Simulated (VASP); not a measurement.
Consider the following.

```xyz
1
Lattice="-1.4218 1.4218 1.4218 1.4218 -1.4218 1.4218 1.4218 1.4218 -1.4218" Properties=species:S:1:pos:R:3 pbc="T T T"
Fe     0.0000     0.0000     0.0000
```
Starting moments (μB, in the order of the record's atoms Fe): 2.0.

These are MS2 meta-GGA, VASP's PBE PAW potentials (set 64) (plane waves; VASP) values and carry that method's errors. Run with 520 eV cut-off, 18×18×18 Γ-centred mesh, first-order Methfessel-Paxton smearing of 0.10 eV, potentials Fe.

Task: Give the stress tensor in GPa (positive for a compressed cell).

Result: 
```
-11.29    0.00    0.00
  0.00  -11.29    0.00
  0.00    0.00  -11.29
```
The pressure is its mean diagonal, -11.29 GPa.

The compound is Fe in the bcc structure. This cell is one point of a volume scan, at 1.06 of the reference volume.
